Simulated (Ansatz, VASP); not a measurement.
# ZrC: VASP beside Ansatz, part 2 of 2

Aim: how closely do two programs agree when they are given the same cell, functional and k mesh? The cell is taken from a series of runs on this material, whose earlier steps may have relaxed, scaled, displaced or heated it; both programs get it as it stands.

VASP 6.6.1 and Ansatz 0.2.0.

So far: The starting structure; Ansatz: elastic constants, PBEsol.

## 3. VASP: elastic constants, PBEsol

Level of this step: PBEsol; plane waves and PAW (Zr_sv, C) (VASP).

The same cell, functional, mesh and smearing now go to VASP, with its own data sets.

Lines of VASP's logs that name or quote its potential files are left out, and so is its time.

Contents of INCAR:

```
SYSTEM = ZrC
PREC = Accurate
ENCUT = 600
EDIFF = 1E-08
NELM = 120
ISMEAR = 1
SIGMA = 0.25
LREAL = .FALSE.
ALGO = Normal
GGA = PS
NBANDS = 14
LASPH = .TRUE.
LORBIT = 11
LWAVE = .FALSE.
LCHARG = .FALSE.
ISIF = 3
IBRION = 6
NFREE = 2
POTIM = 0.015
NSW = 1
GGA_COMPAT = .FALSE.
KPAR = 2
```

Contents of POSCAR:

```
ZrC
1.0
    0.0000000000      2.3502110000      2.3502110000
    2.3502110000      0.0000000000      2.3502110000
    2.3502110000      2.3502110000      0.0000000000
Zr C
1 1
Direct
    0.5000000000      0.5000000000      0.5000000000
    0.0000000000      0.0000000000      0.0000000000
```

Contents of KPOINTS:

```
Automatic mesh
0
Gamma
28 28 28
0 0 0
```

Potentials, in the order of the species: Zr_sv and C (PBE family, release 64).

Launch:

```
$ mpirun -np 2 vasp_std
```

Numbers of over 12 decimals in the logs are rounded to 6 here.

The log of the run:

```text
[banner, memory and clock lines left out]
running    2 mpi-ranks, on    1 nodes
 distrk:  each k-point on    1 cores,    2 groups
 distr:  one band on    1 cores,    1 groups

 POSCAR found type information on POSCAR ZrC
 POSCAR found :  2 types and       2 ions
|                                                                             |
|               ----> ADVICE to this user running VASP <----                  |
|                                                                             |
|     You enforced a specific xc type in the INCAR file but a different       |
|     [... a line on the potential file left out ...]
|     I HOPE YOU KNOW WHAT YOU ARE DOING!                                     |
|                                                                             |

 LDA part: xc-table for (Slater+PW92), standard interpolation
 POSCAR, INCAR and KPOINTS ok, starting setup
 FFT: planning ... GRIDC
 FFT: planning ... GRID_SOFT
 FFT: planning ... GRID
 WAVECAR not read
 entering main loop
       N       E                     dE             d eps       ncg     rms          rms(c)
DAV:   1     0.110754195714E+03    0.11075E+03   -0.94572E+03 17480   0.129E+03
DAV:   2    -0.167924374491E+02   -0.12755E+03   -0.11926E+03 21798   0.319E+02
DAV:   3    -0.236510338795E+02   -0.68586E+01   -0.67997E+01 29494   0.638E+01
DAV:   4    -0.237986571893E+02   -0.14762E+00   -0.14757E+00 21004   0.642E+00
DAV:   5    -0.238007017110E+02   -0.20445E-02   -0.20444E-02 24118   0.636E-01    0.208E+01
DAV:   6    -0.207180788139E+02    0.30826E+01   -0.71994E+00 21408   0.233E+01    0.770E+00
DAV:   7    -0.205935787253E+02    0.12450E+00   -0.46294E-01 19854   0.581E+00    0.637E+00
DAV:   8    -0.205907589611E+02    0.28198E-02   -0.27643E-01 20844   0.415E+00    0.391E+00
DAV:   9    -0.205676325110E+02    0.23126E-01   -0.66125E-02 19698   0.183E+00    0.375E-01
DAV:  10    -0.205680399692E+02   -0.40746E-03   -0.20217E-03 24342   0.479E-01    0.427E-01
DAV:  11    -0.205678094474E+02    0.23052E-03   -0.81170E-04 19458   0.234E-01    0.497E-02
DAV:  12    -0.205678059050E+02    0.35424E-05   -0.16525E-05 23160   0.294E-02    0.109E-02
DAV:  13    -0.205678054412E+02    0.46380E-06   -0.12894E-06 21636   0.805E-03    0.434E-03
DAV:  14    -0.205678053742E+02    0.67058E-07   -0.75386E-08 20256   0.187E-03    0.534E-04
DAV:  15    -0.205678053935E+02   -0.19315E-07   -0.69807E-09 12196   0.731E-04    0.509E-04
DAV:  16    -0.205678053915E+02    0.19418E-08   -0.21183E-09 10368   0.392E-04
   1 F= -.20567805E+02 E0= -.20567952E+02  d E =0.439602E-03
[... from here on, the cycles between the ionic steps are left out ...]
   2 F= -.20549477E+02 E0= -.20549629E+02  d E =0.456299E-03
   9 F= -.20565028E+02 E0= -.20565180E+02  d E =0.457671E-03
  10 F= -.20565028E+02 E0= -.20565180E+02  d E =0.457671E-03
  11 F= -.20565028E+02 E0= -.20565180E+02  d E =0.457671E-03
  12 F= -.20565028E+02 E0= -.20565180E+02  d E =0.457671E-03
  13 F= -.20565028E+02 E0= -.20565180E+02  d E =0.457671E-03
  14 F= -.20567012E+02 E0= -.20567157E+02  d E =0.434589E-03
  15 F= -.20567012E+02 E0= -.20567157E+02  d E =0.434587E-03
  16 F= -.20567012E+02 E0= -.20567157E+02  d E =0.434587E-03
 Finite differences progress:
  Degree of freedom:   8/  8
  Displacement:        1/  2
  Total:              15/ 16
 bond charge predicted
       N       E                     dE             d eps       ncg     rms          rms(c)
DAV:   1    -0.205681931461E+02   -0.11808E-02   -0.13313E+00 45892   0.679E+00    0.178E-01
DAV:   2    -0.205673773935E+02    0.81575E-03   -0.66755E-03 59426   0.564E-01    0.908E-02
DAV:   3    -0.205670046376E+02    0.37276E-03   -0.90520E-04 49792   0.235E-01    0.224E-02
DAV:   4    -0.205670131473E+02   -0.85097E-05   -0.11094E-04 59152   0.658E-02    0.172E-02
DAV:   5    -0.205670124115E+02    0.73581E-06   -0.16632E-06 53668   0.152E-02    0.545E-03
DAV:   6    -0.205670122892E+02    0.12225E-06   -0.45820E-07 56496   0.746E-03    0.158E-03
DAV:   7    -0.205670123007E+02   -0.11435E-07   -0.87765E-08 52812   0.235E-03    0.103E-03
DAV:   8    -0.205670122967E+02    0.40006E-08   -0.60830E-09 28202   0.950E-04
  17 F= -.20567012E+02 E0= -.20567157E+02  d E =0.434591E-03
 Finite differences progress:
  Degree of freedom:   8/  8
  Displacement:        2/  2
  Total:              16/ 16
```

OUTCAR, selected parts (step 3):

```text
ion  position               nearest neighbor table
   1  0.500  0.500  0.500-   2 2.35   2 2.35   2 2.35   2 2.35   2 2.35   2 2.35
   2  0.000  0.000  0.000-   1 2.35   1 2.35   1 2.35   1 2.35   1 2.35   1 2.35

  LATTYP: Found a face centered cubic cell.
 ALAT       =     4.7004220000

 Subroutine GETGRP returns: Found 48 space group operations
 (whereof 48 operations were pure point group operations)

The static configuration has the point symmetry O_h .

 Found    624 irreducible k-points:

   k-points           NKPTS =    624   k-points in BZ     NKDIM =    624   number of bands    NBANDS=     14

   dimension x,y,z NGX =    28 NGY =   28 NGZ =   28
   dimension x,y,z NGXF=    56 NGYF=   56 NGZF=   56

   ENCUT  =  600.0 eV  44.10 Ry    6.64 a.u.   6.64  6.64  6.64*2*pi/ulx,y,z

   NELECT =      16.0000    total number of electrons

 k-points in reciprocal lattice and weights: Automatic mesh
   0.00000000  0.00000000  0.00000000       0.000
   0.03571429  0.00000000  0.00000000       0.000
   0.07142857  0.00000000  0.00000000       0.000
   0.10714286  0.00000000  0.00000000       0.000
   0.14285714  0.00000000  0.00000000       0.000
   0.17857143  0.00000000  0.00000000       0.000
   0.21428571  0.00000000  0.00000000       0.000
   0.25000000  0.00000000  0.00000000       0.000
   0.28571429  0.00000000  0.00000000       0.000
[...]
-0.28571429  0.50000000  0.21428571       0.001
  -0.25000000  0.50000000  0.25000000       0.000

 average (electrostatic) potential at core
       1 -73.0499       2 -44.2777

 E-fermi :   9.5001

 k-point     1 :       0.0000    0.0000    0.0000
  band No.  band energies     occupation
      1     -38.4826      2.00000
      2     -16.2240      2.00000
      3     -16.2240      2.00000
      4     -16.2240      2.00000
      5      -1.7892      2.00000
      6      10.3944     -0.00001
      7      10.3944     -0.00001
      8      10.4370     -0.00000
      9      10.5490     -0.00000
     10      10.5993     -0.00000
    ...

 k-point     2 :       0.0357    0.0000    0.0000
  band No.  band energies     occupation
      1     -38.4813      2.00000
      2     -16.2358      2.00000
      3     -16.2250      2.00000
      4     -16.2250      2.00000
      5      -1.7595      2.00000
      6      10.0288     -0.01086
      7      10.1745     -0.00092
      8      10.1984     -0.00057
      9      10.6707     -0.00000
     10      10.6889     -0.00000
    ...

 k-point     3 :       0.0714    0.0000    0.0000
  band No.  band energies     occupation
    ...
      2     -16.2705      2.00000
      3     -16.2280      2.00000
      4     -16.2280      2.00000
      5      -1.6716      2.00000
      6       9.5344      0.77026
      7       9.7727     -0.06425
      8       9.7858     -0.06860
      9      10.8036     -0.00000
     10      10.8108     -0.00000
     11      11.1825     -0.00000
    ...

  Total       -0.6849991     -0.6945394     -0.6945394      0.0000000      0.0000000      0.0000000
  in kB      -42.2717275    -42.8604708    -42.8604708      0.0000000      0.0000000      0.0000000
  external PRESSURE =     -42.6642231 kB  Pullay stress =       0.0000000 kB

  energy-cutoff  :      600.00
  volume of cell :       25.96
      direct lattice vectors                 reciprocal lattice vectors
     0.000000000  2.350211000  2.350211000    -0.212746855  0.212746855  0.212746855
     2.350211000  0.000000000  2.350211000     0.212746855 -0.212746855  0.212746855
     2.350211000  2.350211000  0.000000000     0.212746855  0.212746855 -0.212746855

 POSITION                                       TOTAL-FORCE (eV/Angst)
 -----------------------------------------------------------------------------------
      2.35021      2.35021      2.35021        -0.105719      0.000000      0.000000
     -0.01500      0.00000      0.00000         0.105719      0.000000      0.000000
 -----------------------------------------------------------------------------------
    total drift:                               -0.000034      0.000000      0.000000

  FREE ENERGIE OF THE ION-ELECTRON SYSTEM (eV)
  ---------------------------------------------------
  free  energy   TOTEN  =       -20.5670122967 eV

  energy  without entropy=      -20.5674468874  energy(sigma->0) =      -20.56715716

  SYMMETRIZED ELASTIC MODULI (kBar)
 Direction    XX          YY          ZZ          XY          YZ          ZX
 --------------------------------------------------------------------------------
 XX        4633.7456   1025.6870   1025.6870      0.0000      0.0000     -0.0000
 YY        1025.6870   4633.7456   1025.6870     -0.0000      0.0000     -0.0000
 ZZ        1025.6870   1025.6870   4633.7456     -0.0000     -0.0000     -0.0000
 XY           0.0000     -0.0000     -0.0000   1526.6812      0.0000     -0.0000
 YZ           0.0000      0.0000     -0.0000      0.0000   1526.6812     -0.0000
 ZX          -0.0000     -0.0000     -0.0000     -0.0000     -0.0000   1526.6812
 --------------------------------------------------------------------------------

 Eigenvectors and eigenvalues of the dynamical matrix
 ----------------------------------------------------

   1 f  =   12.736616 THz    80.026520 2PiTHz  424.847787 cm-1    52.674389 meV
             X         Y         Z           dx          dy          dz
      2.350211  2.350211  2.350211     0.000000    0.341123    0.000000
      0.000000  0.000000  0.000000     0.000000   -0.940019    0.000000

   2 f  =   12.736616 THz    80.026520 2PiTHz  424.847787 cm-1    52.674389 meV
             X         Y         Z           dx          dy          dz
      2.350211  2.350211  2.350211    -0.341123    0.000000    0.000000
      0.000000  0.000000  0.000000     0.940019    0.000000    0.000000

   3 f  =   12.736616 THz    80.026520 2PiTHz  424.847787 cm-1    52.674389 meV
             X         Y         Z           dx          dy          dz
      2.350211  2.350211  2.350211     0.000000    0.000000   -0.341123
      0.000000  0.000000  0.000000     0.000000    0.000000    0.940019

   4 f/i=    0.000370 THz     0.002327 2PiTHz    0.012355 cm-1     0.001532 meV
             X         Y         Z           dx          dy          dz
      2.350211  2.350211  2.350211     0.940019    0.000000    0.000000
      0.000000  0.000000  0.000000     0.341123    0.000000    0.000000

   5 f/i=    0.000370 THz     0.002327 2PiTHz    0.012355 cm-1     0.001532 meV
             X         Y         Z           dx          dy          dz
      2.350211  2.350211  2.350211     0.000000    0.000000    0.940019
      0.000000  0.000000  0.000000     0.000000    0.000000    0.341123

   6 f/i=    0.000370 THz     0.002327 2PiTHz    0.012355 cm-1     0.001532 meV
             X         Y         Z           dx          dy          dz
      2.350211  2.350211  2.350211     0.000000   -0.940019    0.000000
      0.000000  0.000000  0.000000     0.000000   -0.341123    0.000000

 ELASTIC MODULI CONTR FROM IONIC RELAXATION (kBar)
 Direction    XX          YY          ZZ          XY          YZ          ZX
 --------------------------------------------------------------------------------
 XX           0.0000      0.0000      0.0000      0.0000      0.0000      0.0000
 YY           0.0000      0.0000      0.0000      0.0000      0.0000      0.0000
 ZZ           0.0000      0.0000      0.0000      0.0000      0.0000      0.0000
 XY           0.0000      0.0000      0.0000      0.0000      0.0000      0.0000
 YZ           0.0000      0.0000      0.0000      0.0000      0.0000      0.0000
 ZX           0.0000      0.0000      0.0000      0.0000      0.0000      0.0000
 --------------------------------------------------------------------------------

 TOTAL ELASTIC MODULI (kBar)
 Direction    XX          YY          ZZ          XY          YZ          ZX
 --------------------------------------------------------------------------------
 XX        4633.7456   1025.6870   1025.6870      0.0000      0.0000     -0.0000
 YY        1025.6870   4633.7456   1025.6870     -0.0000      0.0000     -0.0000
 ZZ        1025.6870   1025.6870   4633.7456     -0.0000     -0.0000     -0.0000
 XY           0.0000     -0.0000     -0.0000   1526.6812      0.0000     -0.0000
 YZ           0.0000      0.0000     -0.0000      0.0000   1526.6812     -0.0000
 ZX          -0.0000     -0.0000     -0.0000     -0.0000     -0.0000   1526.6812
 --------------------------------------------------------------------------------

 total charge
# of ion       s       p       d       tot
------------------------------------------
    1        2.177   6.040   1.639   9.857
    2        0.878   1.461   0.000   2.339
--------------------------------------------------
tot          3.055   7.501   1.639  12.196

[... 3 further parts left out ...]
```

CONTCAR:

```
ZrC
   1.00000000000000
     0.0000000000000000    2.3502109999999998    2.3502109999999998
     2.3502109999999998    0.0000000000000000    2.3502109999999998
     2.3502109999999998    2.3502109999999998    0.0000000000000000
  Zr              C
     1     1
Direct
     0.5000000000000000    0.5000000000000000    0.5000000000000000
     0.0031912028324265   -0.0031912028324265   -0.0031912028324265
```

The last energy, forces, stress and levels in OUTCAR belong to the last displaced cell, not to the cell of POSCAR.

Levels, forces or a CONTCAR printed for this step are those of its last displaced cell, not of the structure at rest.

## 4. Side by side

Known differences besides the potentials themselves: the cutoff is 420 eV in Ansatz and 600 eV in VASP; Ansatz makes its cores anew for this functional, VASP keeps those of its PBE data sets; VASP takes each elastic constant from one size of strain, Ansatz from those that its log lists. Total energies have different zeros and are not compared.

The two programs side by side:

```
 quantity  Ansatz   VASP  difference
C11 (GPa)   456.2  463.4     -1.54 %
C22 (GPa)   456.2  463.4     -1.54 %
C33 (GPa)   456.2  463.4     -1.54 %
C12 (GPa)    98.5  102.6     -3.98 %
C13 (GPa)    98.5  102.6     -3.98 %
C23 (GPa)    98.5  102.6     -3.98 %
C44 (GPa)   152.7  152.7     +0.05 %
C55 (GPa)   152.7  152.7     +0.05 %
C66 (GPa)   152.7  152.7     +0.05 %
```

## 5. Summary of results

| Item | Value |
| --- | --- |
| difference in C12 (elastic constants, PBEsol) | -4.0 % |

In words: The difference in C12 is -4.0 % (elastic constants, PBEsol), within the 5 % picked in this series as the mark of a large difference. Such differences can come from data sets, numerical settings and the points named under the comparisons, not from the functional's error against experiment.

[Lines on the potential files, build, host, timing and source positions are cut from VASP's logs without a mark.]

[Logs are printed without paths, hosts, clocks, repeated set-up lines and the standing remarks that a program may print on its own settings, such as how far it seeks lower states.]

[Hosts, paths, dates, database ids (printed as entryN), source tags and the programs' standing remarks are cut or masked in the printed files.]
